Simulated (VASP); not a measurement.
Crystal: Ge.

```
Ge
1.0
     0.00000    2.82891    2.82891
     2.82891    0.00000    2.82891
     2.82891    2.82891    0.00000
Ge
2
Cartesian
  0.0000 0.0000 0.0000
  1.4145 1.4145 1.4145
```

| Quantity | Value |
| --- | --- |
| Program | VASP 6.6.1 |
| Task | relaxation of cell and atoms |
| Functional | RPBE |
| Potentials or basis | VASP PAW PBE potentials, release 64 (Ge_d) |
| Cutoff | 600 eV |
| k mesh | 10 × 10 × 10 |
| Occupations | gaussian, width 0.03 eV |
| Spin | no spin polarisation |

At the start: pressure 5.4 GPa; volume 22.64 Å³/atom.

Question: Where does the relaxation end?

Answer: Over 3 steps the energy falls by 29.9 meV/atom and the volume is 24.55 Å³/atom (+8.5 %); space group Fd-3m (No. 227, to 0.05 Å).

The path:
| step | energy change (eV) | largest force (eV/Å) | pressure (GPa) | volume (Å³) |
| --- | --- | --- | --- | --- |
| 1 | 0.0000 | 0.0000 | 5.35 | 45.28 |
| 2 | -0.0546 | 0.0000 | -1.43 | 50.42 |
| 3 | -0.0599 | 0.0000 | 0.04 | 49.11 |

Final structure:
```
Ge
1.0
     0.00000    2.90654    2.90654
     2.90654    0.00000    2.90654
     2.90654    2.90654    0.00000
Ge
2
Cartesian
  0.0000 0.0000 0.0000
  1.4533 1.4533 1.4533
```

Caveat: the PAW data sets were made with another functional, which shifts forces and pressure a little.
